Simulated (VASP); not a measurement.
# NbAl2N3 (P-3m1) in VASP: notebook, part 2 of 2

VASP 6.6.1.

## (3) Relaxation of cell and atoms, PBE

INCAR reads:

```
SYSTEM = NbAl2N3
  PREC = Accurate
  ENCUT = 520
  EDIFF = 1E-7
  ISMEAR = 0
  SIGMA = 0.1
  LREAL = .False.
  LASPH = .True.
  NELM = 120
  ALGO = Normal
  ISIF = 3
  LWAVE = .False.
  LCHARG = .False.
  GGA = PE
  IBRION = 2
  NSW = 60
  EDIFFG = -0.005
  POTIM = 0.3
  KPAR = 4
```

KPOINTS reads:

```
regular mesh
0
Gamma
  12 12 4
  0 0 0
```

POSCAR reads:

```
NbAl2N3                                 
1.0
    2.9021981735     -0.0000000000      0.0000000000
   -1.4510990818      2.5133773404     -0.0000000000
    0.0000000000      0.0000000000      7.5869447932
  Al              Nb              N             
     2     1     3
Direct
     0.3333333300000021    0.6666666699999979    0.6551606254130321
     0.6666666699999979    0.3333333300000021    0.3448393745869679
     0.0000000000000000    0.0000000000000000    1.0000000000000000
     0.6666666699999979    0.3333333300000021    0.8040149662150384
     0.3333333300000021    0.6666666699999979    0.1959850337849615
     0.0000000000000000    0.0000000000000000    0.5000000000000000
```

Potentials or basis: VASP PAW PBE potentials, release 64 (Al, Nb_sv, N).

Command:

```sh
$ cat potpaw_PBE.64/Al/POTCAR potpaw_PBE.64/Nb_sv/POTCAR potpaw_PBE.64/N/POTCAR > POTCAR
$ mpirun -np 4 vasp_std > vasp.out
```

OUTCAR:

```text
SYSTEM = NbAl2N3
   PREC = Accurate
   ENCUT = 520
   EDIFF = 1E-7
   ISMEAR = 0
   LREAL = .False.
   LASPH = .True.
   NELM = 120
   ISIF = 3
   GGA = PE
   IBRION = 2
   NSW = 60
   EDIFFG = -0.005
   POTIM = 0.3

 ion  position               nearest neighbor table
   1  0.333  0.667  0.655-   4 2.02   4 2.02   4 2.02   6 2.05   6 2.05   6 2.05   2 2.89   2 2.89
                             2 2.89   3 3.11   3 3.11   3 3.11
   2  0.667  0.333  0.345-   5 2.02   5 2.02   5 2.02   6 2.05   6 2.05   6 2.05   1 2.89   1 2.89
                             1 2.89   3 3.11   3 3.11   3 3.11
   3  0.000  0.000  0.000-   4 2.24   5 2.24   5 2.24   4 2.24   4 2.24   5 2.24   1 3.11   2 3.11
                             1 3.11   2 3.11   1 3.11   2 3.11
   4  0.667  0.333  0.804-   1 2.02   1 2.02   1 2.02   3 2.24   3 2.24   3 2.24
   5  0.333  0.667  0.196-   2 2.02   2 2.02   2 2.02   3 2.24   3 2.24   3 2.24
   6  0.000  0.000  0.500-   1 2.05   2 2.05   1 2.05   2 2.05   2 2.05   1 2.05

  LATTYP: Found a hexagonal cell.
 ALAT       =     2.9021981735
 C/A-ratio  =     2.6142063152

  Lattice vectors:

 A1 = (   2.9021981735,   0.0000000000,   0.0000000000)
 A2 = (  -1.4510990818,   2.5133773404,   0.0000000000)
 A3 = (   0.0000000000,   0.0000000000,   7.5869447932)

Analysis of symmetry for initial positions (statically):
=====================================================================
 Subroutine PRICEL returns:
 Original cell was already a primitive cell.

 Routine SETGRP: Setting up the symmetry group for a
 hexagonal supercell.

 Subroutine GETGRP returns: Found 12 space group operations
 (whereof 12 operations were pure point group operations)
 out of a pool of 24 trial point group operations.

The static configuration has the point symmetry D_3d.

Analysis of symmetry for dynamics (positions and initial velocities):
=====================================================================
 Subroutine PRICEL returns:
 Original cell was already a primitive cell.

 Routine SETGRP: Setting up the symmetry group for a
 hexagonal supercell.

 Subroutine GETGRP returns: Found 12 space group operations
 (whereof 12 operations were pure point group operations)
 out of a pool of 24 trial point group operations.

The dynamic configuration has the point symmetry D_3d.

 Subroutine INISYM returns: Found 12 space group operations
 (whereof 12 operations are pure point group operations),
 and found     1 'primitive' translations

----------------------------------------------------------------------------------------

                                     Primitive cell

  volume of cell :      55.3416

  direct lattice vectors                    reciprocal lattice vectors
     2.902198173  0.000000000  0.000000000     0.344566408  0.198935508  0.000000000
[... 135 lines left out ...]

 number of electron      34.0000000 magnetization

 Free energy of the ion-electron system (eV)
  ---------------------------------------------------
  ext. energy  EPLUGINS =         0.00000000
  ---------------------------------------------------
  free energy    TOTEN  =       -49.41377259 eV

  energy without entropy =      -49.40954728  energy(sigma->0) =      -49.41165993

------------------------ aborting loop because EDIFF is reached ----------------------------------------

  FORCE on cell =-STRESS in cart. coord.  units (eV):
  Direction    XX          YY          ZZ          XY          YZ          ZX
  --------------------------------------------------------------------------------------
  -------------------------------------------------------------------------------------
  Total        0.0148556      0.0148556     -0.0024557      0.0000000      0.0000000      0.0000000
  in kB        0.4300799      0.4300799     -0.0710941      0.0000000      0.0000000      0.0000000
  external PRESSURE =       0.2630219 kB  Pullay stress =       0.0000000 kB

 VOLUME and BASIS-vectors are now :
 -----------------------------------------------------------------------------
  energy-cutoff  :      520.00
  volume of cell :       55.34
      direct lattice vectors                 reciprocal lattice vectors
     2.902198173  0.000000000  0.000000000     0.344566408  0.198935508  0.000000000
    -1.451099082  2.513377340  0.000000000     0.000000000  0.397871018  0.000000000
     0.000000000  0.000000000  7.586944793     0.000000000  0.000000000  0.131805361

 POSITION                                       TOTAL-FORCE (eV/Angst)
 -----------------------------------------------------------------------------------
     -0.00000      1.67558      4.97067         0.000000      0.000000     -0.008452
      1.45110      0.83779      2.61628         0.000000     -0.000000      0.008452
      0.00000      0.00000      0.00000         0.000000      0.000000      0.000000
      1.45110      0.83779      6.10002         0.000000      0.000000      0.003890
     -0.00000      1.67558      1.48693        -0.000000     -0.000000     -0.003890
      0.00000      0.00000      3.79347         0.000000      0.000000      0.000000
 -----------------------------------------------------------------------------------
    total drift:                                0.000000     -0.000000      0.000000

  FREE ENERGIE OF THE ION-ELECTRON SYSTEM (eV)
  ---------------------------------------------------
  free  energy   TOTEN  =       -49.4137725854 eV

  energy  without entropy=      -49.4095472786  energy(sigma->0) =      -49.41165993

--------------------------------------- Ionic step        2  -------------------------------------------

 number of electron      34.0000000 magnetization

 Free energy of the ion-electron system (eV)
  ---------------------------------------------------
  ext. energy  EPLUGINS =         0.00000000
  ---------------------------------------------------
  free energy    TOTEN  =       -49.41377543 eV

  energy without entropy =      -49.40955353  energy(sigma->0) =      -49.41166448

 E-fermi :  11.6823     XC(G=0): -12.6159

 val. band max:       11.6641229903   @ k =   0.1667   0.1667   0.0000
 cond. band min:      11.7047005945   @ k =   0.3333   0.2500   0.5000
 fundamental gap:      0.0405776042
 Fermi energy:        11.6823364761

 k-point     1 :       0.0000    0.0000    0.0000
  band No.  band energies     occupation
      1     -43.9283      2.00000
      2     -20.1443      2.00000
      3     -19.3959      2.00000
      4     -19.3959      2.00000
      5      -6.4652      2.00000
      6      -4.5147      2.00000
[... 565 lines left out ...]
     20      14.8435      0.00000
     21      15.3913      0.00000

 [... further k-points ...]

------------------------ aborting loop because EDIFF is reached ----------------------------------------

  FORCE on cell =-STRESS in cart. coord.  units (eV):
  Direction    XX          YY          ZZ          XY          YZ          ZX
  --------------------------------------------------------------------------------------
  -------------------------------------------------------------------------------------
  Total       -0.0012683     -0.0012683     -0.0025926     -0.0000000      0.0000000     -0.0000000
  in kB       -0.0367135     -0.0367135     -0.0750482     -0.0000000      0.0000000     -0.0000000
  external PRESSURE =      -0.0494917 kB  Pullay stress =       0.0000000 kB

 VOLUME and BASIS-vectors are now :
 -----------------------------------------------------------------------------
  energy-cutoff  :      520.00
  volume of cell :       55.35
      direct lattice vectors                 reciprocal lattice vectors
     2.902406166  0.000000000  0.000000000     0.344541716  0.198921252  0.000000000
    -1.451203078  2.513557468 -0.000000000    -0.000000000  0.397842505 -0.000000000
    -0.000000000  0.000000000  7.586854911    -0.000000000  0.000000000  0.131806923

 POSITION                                       TOTAL-FORCE (eV/Angst)
 -----------------------------------------------------------------------------------
     -0.00000      1.67570      4.97036        -0.000000      0.000000      0.001673
      1.45120      0.83785      2.61649         0.000000     -0.000000     -0.001673
      0.00000      0.00000      0.00000        -0.000000      0.000000      0.000000
      1.45120      0.83785      6.10006         0.000000     -0.000000     -0.001597
     -0.00000      1.67570      1.48680        -0.000000      0.000000      0.001597
     -0.00000      0.00000      3.79343        -0.000000      0.000000      0.000000
 -----------------------------------------------------------------------------------
    total drift:                                0.000000      0.000000      0.000000

  FREE ENERGIE OF THE ION-ELECTRON SYSTEM (eV)
  ---------------------------------------------------
  free  energy   TOTEN  =       -49.4137754322 eV

  energy  without entropy=      -49.4095535333  energy(sigma->0) =      -49.41166448

 reached required accuracy - stopping structural energy minimisation
```

It took 51 s on 4 MPI ranks of AMD EPYC 7R43 (Zen 3), shared host; peak memory 0.2 GiB.

Results:

| Quantity | Value |
| --- | --- |
| Free energy | -49.4138 eV |
| Relaxed volume | 9.22 Å³/atom |
| Relaxed cell | a = 2.902 Å, b = 2.902 Å, c = 7.587 Å, α = 90.00°, β = 90.00°, γ = 120.00° |
| Space group after relaxing (to 0.05 Å) | P-3m1 (No. 164) |
| Energy gained by relaxing | 0.0 meV/atom |
| Ionic steps | 2 |
| Pressure after relaxing | 0.0 GPa |
| Band gap on the k mesh | none (metal or under the smearing width) |

Final structure:
```
CELL_PARAMETERS angstrom
2.90241 0.00000 0.00000
-1.45120 2.51356 0.00000
0.00000 0.00000 7.58685
ATOMIC_POSITIONS crystal
Al 0.33333 0.66667 0.65513
Al 0.66667 0.33333 0.34487
Nb 0.00000 0.00000 0.00000
N 0.66667 0.33333 0.80403
N 0.33333 0.66667 0.19597
N 0.00000 0.00000 0.50000
```
